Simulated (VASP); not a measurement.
Level of theory: PBE GGA, VASP's PBE PAW potentials (set 64) (plane waves; VASP).

The input files of a VASP run:

**INCAR**
```
ALGO = Normal   # blocked Davidson
NELM = 100
ISIF = 2   # forces and stress, cell fixed
ENCUT = 400   # plane-wave cut-off (eV)
LMAXMIX = 4
SIGMA = 0.136
SYSTEM = ZrB
ISMEAR = 0   # Gaussian
LASPH = .True.   # aspherical one-centre terms
GGA = PE   # PBE
PREC = Accurate
LCHARG = .False.
LREAL = .False.   # projection in real space or not
EDIFF = 1E-6   # SCF stop (eV)
LWAVE = .False.
```

KPOINTS:
```
K-points
0
gamma
6 6 6
0 0 0
```

POSCAR:
```
ZrB
1
    3.1437910000     0.0000000000     0.0000000000
   -1.5718960000     2.7226020000     0.0000000000
    0.0000000000     0.0000000000     3.0681840000
Zr B
1 1
Direct
  0.0000000000   0.0000000000   0.0000000000
  0.6666670000   0.3333330000   0.5000000000
```

POTCAR, in this order: Zr_sv B (PBE.64 set). Program: vasp_std.

At this cut-off the stress carries a Pulay error, which pulls relaxed volumes low.

Q: Predict the energy per atom (σ→0), pressure, band gap (on the k-mesh).

A: 
The energy per atom (σ→0) is -7.219 eV/atom. The band gap (on the k-mesh) is none (metal, semimetal or under 0.01 eV) and the pressure comes out as 27.75 GPa.

OSZICAR:
```
...
DAV:   6    -0.144253604947E+02    0.20537E+01   -0.80907E+00   687   0.200E+01    0.778E+00
DAV:   7    -0.144445478745E+02   -0.19187E-01   -0.27334E-01   875   0.394E+00    0.416E+00
DAV:   8    -0.144480372766E+02   -0.34894E-02   -0.35184E-02   743   0.202E+00    0.235E-01
DAV:   9    -0.144478591021E+02    0.17817E-03   -0.36848E-03   847   0.411E-01    0.124E-01
DAV:  10    -0.144478829242E+02   -0.23822E-04   -0.21775E-04   749   0.194E-01    0.247E-02
DAV:  11    -0.144478833086E+02   -0.38442E-06   -0.33861E-05   740   0.516E-02    0.482E-03
DAV:  12    -0.144478829036E+02    0.40498E-06   -0.16011E-06   543   0.144E-02
   1 F= -.14447883E+02 E0= -.14438878E+02  d E =-.180101E-01
```

The structure was generated: ZrB was put into an ordered model structure, which need not be its known phase. The cell was not relaxed at this level. The k-mesh is coarse (spacing up to 0.38 per Å, 2π included), so the numbers may not be converged in it. The electron count is odd and the run is not spin-polarised, which forces a metal.
